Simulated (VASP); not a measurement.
Here is the system:

```
CELL_PARAMETERS angstrom
      0.00000     2.58416     2.58416
      2.58416     0.00000     2.58416
      2.58416     2.58416     0.00000
ATOMIC_POSITIONS crystal
  W  0.00000 0.00000 0.00000
  Se 0.50000 0.50000 0.50000
```

Computed with PBEsol GGA, VASP's PBE PAW potentials (set 64) (plane waves; VASP). Run with 400 eV cut-off, Gaussian smearing of 0.050 eV, potentials W_sv Se.

### Question
Give the energies of bands 6 to 13 at the high-symmetry points, in eV from the Fermi level.

### Answer

```
band      Γ      X      U      L      W
----  -----  -----  -----  -----  -----
6     -2.67  -6.96  -7.01  -9.11  -6.64
7     -2.67  -4.33  -6.74  -6.17  -6.45
8     -2.67  -4.33  -5.41  -6.17  -6.45
9     -2.29  -4.17  -2.20   0.08  -0.55
10    -2.29  -0.69   0.39   0.08  -0.55
11    -2.29   0.24   0.86   0.49  -0.13
12    -1.75   0.88   0.93   1.97   0.88
13    -1.75   0.88   1.65   5.63   1.36
```

It has no gap at this level: it comes out as a metal or semimetal.

The structure was generated: WSe was put into the rock salt type (Fm-3m), which need not be its known phase. It was relaxed first, which changed the volume by -39 %.
